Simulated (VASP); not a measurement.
# LiBe16 (a cell with a defect) in VASP: a series of runs

One crystal, LiBe16 (a cell with a defect), is run at these levels: PBE+D3(BJ); tasks: single point, relaxation of the atoms.

All numbers are computed with VASP 6.6.1; they aren't measurements. Logs are shortened: lines on timing, memory, paths and dates and some standing lists are left out, and cuts for length are marked.

**1. The structure**

The cell holds a defect, 17 atoms: a = 4.580 Å, b = 3.966 Å, c = 7.177 Å, α = 90.00°, β = 90.00°, γ = 90.00°.

The cell was built by a generator and needn't be a form met in nature.

**2. Single point, PBE+D3(BJ)**

INCAR reads:

```
  ALGO = Normal
  EDIFF = 1E-6
  ENCUT = 520
  GGA = PE
  ISIF = 2
  ISMEAR = 0
  IVDW = 12
  LASPH = True
  LCHARG = True
  LELF = True
  LREAL = Auto
  LVHAR = True
  LWAVE = False
  NBANDS = 32
  NELM = 100
  PREC = Accurate
  SIGMA = 0.1
```

KPOINTS reads:

```
k-points
0
Gamma
  4 4 3
```

POSCAR reads:

```
LiBe16
1.0
   -2.2900000000     -3.9663960000      0.0000000000
    3.4350000000     -1.9831980000      0.0000000000
    0.0000000000      0.0000000000      7.1768600000
Be Li
16 1
Direct
    0.7622335414      0.5277353047      0.0070667742
    0.5122770550      0.3489827976      0.2522077768
    0.7818166964      0.4417710104      0.5079429111
    0.5117740864      0.3492818399      0.7621892334
    0.5102041339      0.0344519880      0.0067915802
    0.2550605639      0.9051240391      0.2530118280
    0.5739859294      0.0409024894      0.5060608816
    0.2546537539      0.9053342345      0.7607307113
    0.2663966782      0.5487386735      0.0074058124
    0.0169706520      0.4060591685      0.2543978261
    0.1890826129      0.2225411969      0.5081013391
    0.0170779420      0.4062932541      0.7611449583
    0.0077737586      0.0431032446      0.0069224268
    0.7409322834      0.8432849665      0.2516827318
   -0.0233027657     -0.1645421923      0.5061590931
    0.7414844025      0.8438812040      0.7614706551
    0.3762423759      0.6311066805      0.5072623605
```

Potentials or basis: VASP PAW PBE potentials, release 64 (Be, Li_sv).

The run is started by

```console
$ cat potpaw_PBE.64/Be/POTCAR potpaw_PBE.64/Li_sv/POTCAR > POTCAR
$ mpirun -np 1 vasp_std > vasp.out
```

OUTCAR:

```text
EDIFF = 1E-6
   ENCUT = 520
   GGA = PE
   ISIF = 2
   ISMEAR = 0
   IVDW = 12
   LASPH = True
   LREAL = Auto
   NELM = 100
   PREC = Accurate
 IVDW          = 12

 ion  position               nearest neighbor table
   1  0.762  0.528  0.007-  14 2.16  16 2.17  12 2.17  10 2.18   4 2.21   2 2.22  13 2.23   5 2.27
                             9 2.27   9 2.31   5 2.32  13 2.33
   2  0.512  0.349  0.252-   6 2.12   5 2.16   7 2.21   1 2.22  14 2.22   9 2.23  17 2.23   3 2.24
                            14 2.26  10 2.28  10 2.32
   3  0.782  0.442  0.508-  15 1.80   7 1.85  17 2.00  11 2.06  12 2.12  10 2.12   4 2.23   2 2.24

   4  0.512  0.349  0.762-   8 2.12   5 2.15   1 2.21  16 2.23   7 2.23  17 2.23   9 2.23   3 2.23
                            16 2.26  12 2.28  12 2.33
   5  0.510  0.034  0.007-   4 2.15   2 2.16   8 2.18   6 2.18  14 2.19  16 2.19   9 2.23   1 2.27
                            13 2.28  13 2.30   1 2.32   9 2.33
   6  0.255  0.905  0.253-   2 2.12  13 2.17   5 2.18  17 2.20  15 2.24  14 2.24  11 2.24  10 2.26
                             9 2.26  10 2.27  14 2.37
   7  0.574  0.041  0.506-   3 1.85  17 1.86  11 1.90  15 2.02  14 2.13  16 2.14   2 2.21   4 2.23

   8  0.255  0.905  0.761-   4 2.12  13 2.17   5 2.18  17 2.19  11 2.23  16 2.24  15 2.24  12 2.26
                            12 2.27   9 2.27  16 2.36
   9  0.266  0.549  0.007-  12 2.18  10 2.18   5 2.23   2 2.23   4 2.23   6 2.26   8 2.27   1 2.27
                            13 2.29   1 2.31   5 2.33  13 2.33
  10  0.017  0.406  0.254-  11 2.11   3 2.12  14 2.15   1 2.18   9 2.18   6 2.26   6 2.27   2 2.28
                            13 2.29   2 2.32
  11  0.189  0.223  0.508-  15 1.82  17 1.83   7 1.90   3 2.06  12 2.11  10 2.11   8 2.23   6 2.24

  12  0.017  0.406  0.761-  11 2.11   3 2.12  16 2.15   1 2.17   9 2.18   8 2.26   8 2.27   4 2.28
                            13 2.28   4 2.33
  13  0.008  0.043  0.007-   8 2.17   6 2.17   1 2.23  12 2.28   5 2.28  14 2.28  16 2.28  10 2.29
                             9 2.29   5 2.30   9 2.33   1 2.33
  14  0.741  0.843  0.252-  15 2.12   7 2.13  10 2.15   1 2.16   5 2.19   2 2.22   6 2.24   2 2.26
                            13 2.28   6 2.37
  15  0.977  0.835  0.506-   3 1.80  11 1.82  17 2.00   7 2.02  14 2.12  16 2.13   6 2.24   8 2.24

  16  0.741  0.844  0.761-  15 2.13   7 2.14  12 2.15   1 2.17   5 2.19   4 2.23   8 2.24   4 2.26
                            13 2.28   8 2.36
  17  0.376  0.631  0.507-  11 1.83   7 1.86  15 2.00   3 2.00   8 2.19   6 2.20   4 2.23   2 2.23

  LATTYP: Found a simple orthorhombic cell.
 ALAT       =     3.9663962620
 B/A-ratio  =     1.1547004875
 C/A-ratio  =     1.8094157835

  Lattice vectors:

 A1 = (  -3.4350000000,   1.9831980000,   0.0000000000)
 A2 = (  -2.2900000000,  -3.9663960000,   0.0000000000)
 A3 = (   0.0000000000,   0.0000000000,   7.1768600000)

Analysis of symmetry for initial positions (statically):
=====================================================================
 Subroutine PRICEL returns:
 Original cell was already a primitive cell.

 Routine SETGRP: Setting up the symmetry group for a
 simple orthorhombic supercell.

 Subroutine GETGRP returns: Found  1 space group operations
 (whereof  1 operations were pure point group operations)
 out of a pool of  8 trial point group operations.

The static configuration has the point symmetry C_1 .

Analysis of symmetry for dynamics (positions and initial velocities):
=====================================================================
 Subroutine PRICEL returns:
 Original cell was already a primitive cell.

 Routine SETGRP: Setting up the symmetry group for a
 simple orthorhombic supercell.

 Subroutine GETGRP returns: Found  1 space group operations
 (whereof  1 operations were pure point group operations)
 out of a pool of  8 trial point group operations.

The dynamic configuration has the point symmetry C_1 .

 Subroutine INISYM returns: Found  1 space group operations
 (whereof  1 operations are pure point group operations),
 and found     1 'primitive' translations

----------------------------------------------------------------------------------------

                                     Primitive cell

  volume of cell :     130.3755

  direct lattice vectors                    reciprocal lattice vectors
    -2.290000000 -3.966396000  0.000000000    -0.109170306 -0.189088533  0.000000000
     3.435000000 -1.983198000  0.000000000     0.218340611 -0.126059022  0.000000000
     0.000000000  0.000000000  7.176860000     0.000000000  0.000000000  0.139336702

  length of vectors
     4.579999697  3.966396262  7.176860000     0.218340626  0.252118027  0.139336702

  position of ions in fractional coordinates (direct lattice)
     0.762233541  0.527735305  0.007066774
     0.512277055  0.348982798  0.252207777
     0.781816696  0.441771010  0.507942911
     0.511774086  0.349281840  0.762189233
     0.510204134  0.034451988  0.006791580
     0.255060564  0.905124039  0.253011828
[... 9 lines left out ...]
     0.741484402  0.843881204  0.761470655
     0.376242376  0.631106680  0.507262361

  ion indices of the primitive-cell ions
   primitive index   ion index
                 1           1
                 2           2
                 3           3
                 4           4
                 5           5
                 6           6
[... 9 lines left out ...]
                16          16
                17          17

----------------------------------------------------------------------------------------

 KPOINTS: k-points

Automatic generation of k-mesh.
 Grid dimensions read from file:
 generate k-points for:    4    4    3

 Generating k-lattice:

  Cartesian coordinates                     Fractional coordinates (reciprocal lattice)
    -0.027292576 -0.047272133  0.000000000     0.250000000  0.000000000  0.000000000
     0.054585153 -0.031514755  0.000000000     0.000000000  0.250000000  0.000000000
     0.000000000  0.000000000  0.046445567     0.000000000  0.000000000  0.333333333

  Length of vectors
     0.054585156  0.063029507  0.046445567

  Shift w.r.t. Gamma in fractional coordinates (k-lattice)
     0.000000000  0.000000000  0.000000000

 Subroutine IBZKPT returns following result:
 ===========================================

 Found     26 irreducible k-points:

 Following reciprocal coordinates:
            Coordinates               Weight
  0.000000  0.000000  0.000000      1.000000
  0.250000  0.000000  0.000000      2.000000
  0.500000  0.000000  0.000000      1.000000
  0.000000  0.250000  0.000000      2.000000
  0.250000  0.250000  0.000000      2.000000
 -0.250000  0.250000  0.000000      2.000000
[... 16 lines left out ...]
  0.000000  0.500000  0.333333      2.000000
  0.250000  0.500000  0.333333      2.000000
 [... further k-points ...]
   k-points           NKPTS =     26   k-points in BZ     NKDIM =     26   number of bands    NBANDS=     32
   number of dos      NEDOS =    301   number of ions     NIONS =     17
   total plane-waves  NPLWV =  58320
   dimension x,y,z NGX =    36 NGY =   30 NGZ =   54
   dimension x,y,z NGXF=    72 NGYF=   60 NGZF=  108
   ions per type =              16   1
   NGX,Y,Z   is equivalent  to a cutoff of  13.07, 12.57, 12.51 a.u.
   NGXF,Y,Z  is equivalent  to a cutoff of  26.13, 25.15, 25.02 a.u.
 SYSTEM =  unknown system
   PREC   = accura    normal or accurate (medium, high low for compatibility)
   ISTART =      0    job   : 0-new  1-cont  2-samecut
   ICHARG =      2    charge: 1-file 2-atom 10-const
   ISPIN  =      1    spin polarized calculation?
   LNONCOLLINEAR =      F non collinear calculations
   LSORBIT =      F    spin-orbit coupling
   LASPH  =      T    aspherical Exc in radial PAW
   ENCUT  =  520.0 eV  38.22 Ry    6.18 a.u.   8.52  7.37 13.34*2*pi/ulx,y,z
   NELM   =    100;   NELMIN=  2; NELMDL= -5     # of ELM steps
   EDIFF  = 0.1E-05   stopping-criterion for ELM
   LREAL  =      T    real-space projection
   EDIFFG = 0.1E-04   stopping-criterion for IOM
   NSW    =      0    number of steps for IOM
   IBRION =     -1    ionic relax: 0-MD 1-quasi-New 2-CG
   NFREE  =      0    steps in history (QN), initial steepest desc. (CG)
   ISIF   =      2    stress and relaxation
   ISYM   =      2    0-nonsym 1-usesym 2-fastsym
   POTIM  = 0.5000    time-step for ionic-motion
   TEBEG  =    0.0;   TEEND  =   0.0 temperature during run
   PSTRESS=    0.0 pullay stress
   NELECT =      35.0000    total number of electrons
   NUPDOWN=      -1.0000    fix difference up-down
   EMIN   =  10.00;   EMAX   =-10.00  energy-range for DOS
   EFERMI =   0.00;   METHOD = LEGACY
   ISMEAR =     0;   SIGMA  =   0.10  broadening in eV -4-tet -1-fermi 0-gaus
   EFERMI_NEDOS =   21; number of points for ismear=-14 and -15
   IALGO  =     38    algorithm
   IMIX   =      4    mixing-type and parameters
     AMIX     =   0.40;   BMIX     =  1.00
     AMIX_MAG =   1.60;   BMIX_MAG =  1.00
  volume/ion in A,a.u.               =       7.67        51.75
  Fermi-wavevector in a.u.,A,eV,Ry     =   1.056085  1.995711 15.174786  1.115315
  Thomas-Fermi vector in A             =   2.191307
   LORBIT       =      0    0 simple, 1 ext, 2 COOP (PROOUT), +10 PAW based schemes
   GGA     = PE    functional components
   LHFCALC =     F    Hartree Fock is set to
   AEXX    =    0.0000 exact exchange contribution
   IVDW    =    12    specifies the selected vdW correction
   LEPSILON=     F    determine dielectric tensor
   LRPA    =     F    only Hartree local field effects (RPA)
 non-spin polarized calculation
 Gauss-broadening in eV      SIGMA  =   0.10
  energy-cutoff  :      520.00
  volume of cell :      130.38
 maximum number of plane-waves:      3529
 NGX is ok and might be reduce to    36
   NGX = 17   NGY = 15   NGZ = 27

 number of electron      34.9999999 magnetization

 Free energy of the ion-electron system (eV)
  ---------------------------------------------------
  ext. energy  EPLUGINS =         0.00000000
  ---------------------------------------------------
  free energy    TOTEN  =       -57.51246791 eV

  energy without entropy =      -57.49350354  energy(sigma->0) =      -57.50298573

 E-fermi :   7.2741     XC(G=0): -10.6557

 val. band max:        7.2707213696   @ k =   0.0000   0.5000   0.3333
 cond. band min:       7.2921301667   @ k =  -0.2500   0.2500   0.0000
 fundamental gap:      0.0214087971
 Fermi energy:         7.2741360868

 k-point     1 :       0.0000    0.0000    0.0000
  band No.  band energies     occupation
      1     -38.8853      2.00000
      2      -4.0513      2.00000
      3      -2.1114      2.00000
      4      -1.8828      2.00000
      5       0.9773      2.00000
      6       1.1282      2.00000
[... 21 lines left out ...]
     28      11.0600      0.00000
     29      11.0712      0.00000

 k-point     2 :       0.2500    0.0000    0.0000
  band No.  band energies     occupation
      1     -38.8853      2.00000
      2      -3.7393      2.00000
      3      -1.7720      2.00000
      4      -1.6632      2.00000
      5      -1.0368      2.00000
      6       0.8843      2.00000
[... 21 lines left out ...]
     28      12.3892      0.00000
     29      12.4651      0.00000

 k-point     3 :       0.5000    0.0000    0.0000
  band No.  band energies     occupation
      1     -38.8853      2.00000
      2      -2.9573      2.00000
      3      -2.6093      2.00000
      4      -0.8204      2.00000
      5      -0.8065      2.00000
      6      -0.7146      2.00000
[... 638 lines left out ...]
      5      -1.2013      2.00000
      6       1.2466      2.00000
[... 21 lines left out ...]
     28      12.7689      0.00000
     29      13.3267      0.00000

 k-point    24 :       0.2500    0.5000    0.3333
  band No.  band energies     occupation
      1     -38.8852      2.00000
      2      -1.9883      2.00000
      3      -1.6701      2.00000
      4      -1.2257      2.00000
      5      -0.9455      2.00000
      6       0.5219      2.00000
[... 21 lines left out ...]
     28      13.3185      0.00000
     29      13.4234      0.00000

 [... further k-points ...]

 [bands above 29 left out]

------------------------ aborting loop because EDIFF is reached ----------------------------------------

 Edisp (eV)   -6.29440

 E8    (eV) :    -2.2105

  FORCE on cell =-STRESS in cart. coord.  units (eV):
  Direction    XX          YY          ZZ          XY          YZ          ZX
  --------------------------------------------------------------------------------------
  -------------------------------------------------------------------------------------
  Total       4.02739     8.86110    -4.01761    -5.31770    -0.00935     0.02041
  in kB      49.49233   108.89351   -49.37215   -65.34889    -0.11487     0.25085
  external pressure =       36.34 kB  Pullay stress =        0.00 kB

 VOLUME and BASIS-vectors are now :
 -----------------------------------------------------------------------------
  energy-cutoff  :      520.00
  volume of cell :      130.38
      direct lattice vectors                 reciprocal lattice vectors
    -2.290000000 -3.966396000  0.000000000    -0.109170306 -0.189088533  0.000000000
     3.435000000 -1.983198000  0.000000000     0.218340611 -0.126059022  0.000000000
     0.000000000  0.000000000  7.176860000     0.000000000  0.000000000  0.139336702

 POSITION                                       TOTAL-FORCE (eV/Angst)
 -----------------------------------------------------------------------------------
      0.06726     -4.06992      0.05072        -0.012131      0.000940      0.007232
      0.02564     -2.72400      1.81006         0.006445     -0.002666     -0.014732
     -0.27288     -3.97711      3.64544        -0.012480      0.012072     -0.007201
      0.02782     -2.72259      5.47013        -0.003661     -0.003391     -0.000971
     -1.05002     -2.09200      0.04874         0.004119     -0.009479      0.003388
      2.52501     -2.80671      1.81583        -0.000441      0.002522      0.000853
[... 9 lines left out ...]
      1.20073     -4.61460      5.46497         0.014739      0.002280      0.002827
      1.30626     -2.74394      3.64055        -0.003783     -0.004755     -0.013047
 -----------------------------------------------------------------------------------
    total drift:                               -0.001948      0.000339     -0.001404

  FREE ENERGIE OF THE ION-ELECTRON SYSTEM (eV)
  ---------------------------------------------------
  free  energy   TOTEN  =       -63.8068637418 eV

  energy  without entropy=      -63.7878993690  energy(sigma->0) =      -63.79738156
```

It took 93 s on 1 thread of Intel Xeon 6975P-C (Granite Rapids), shared host; peak memory 0.26 GiB.

Results:

* Free energy: -63.8069 eV
* Largest force: 0.035 eV/Å
* Band gap on the k mesh: none (metal or under the smearing width)
* Dispersion energy per atom: -0.370 eV

Forces in eV/Å, atoms in the order of the input:
```
Be  -0.012  0.001  0.007
Be   0.006 -0.003 -0.015
Be  -0.012  0.012 -0.007
Be  -0.004 -0.003 -0.001
Be   0.004 -0.009  0.003
Be   0.000  0.003  0.001
Be   0.009 -0.028  0.019
Be  -0.016  0.002  0.025
Be   0.007 -0.003 -0.001
Be  -0.002  0.007 -0.014
Be  -0.010  0.028 -0.009
Be  -0.005  0.002  0.004
Be  -0.003  0.009  0.011
Be   0.006 -0.008 -0.012
Be   0.022 -0.007 -0.001
Be   0.015  0.002  0.003
Li  -0.004 -0.005 -0.013
```

Caveat: the k mesh is coarse (spacing up to 0.40 Å⁻¹), so the values aren't converged; the cutoff is under 1.25 times the usual one of these potentials, so pressure, stress and relaxed cells hold a basis-set (Pulay) error.

[end of part 1 of 2]
